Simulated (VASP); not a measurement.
Here is the system:

```
BaSrO2
1.0
    3.75208     0.00000     0.00000
    0.00000     3.75208     0.00000
    0.00000     0.00000     5.30233
Ba Sr O
1 1 2
Cartesian
  1.87604   1.87604   2.65116
  0.00000   0.00000   0.00000
  1.87604   1.87604   0.00000
  0.00000   0.00000   2.65116
```

Calculation: LDA (Ceperley-Alder, Perdew-Zunger), VASP's LDA PAW potentials (set 64) (plane waves; VASP 6.6.1). Run with 520 eV cut-off, Gaussian smearing of 0.050 eV, potentials Ba_sv Sr_sv O.

Unless said otherwise, spin-orbit coupling is left out, though it shifts the bands of the heavy elements here.

Q: Estimate the band gap (along the path) with the smallest direct gap where there is one.

A: 
```json
{
  "band gap (along the path)": "1.86 eV",
  "smallest direct gap (along the path)": "1.88 eV"
}
```

The structure comes from a computed database's BaSrO2 entry (P4/mmm); how it stands against other phases isn't given here. It was relaxed first, which changed the volume by -7 %.
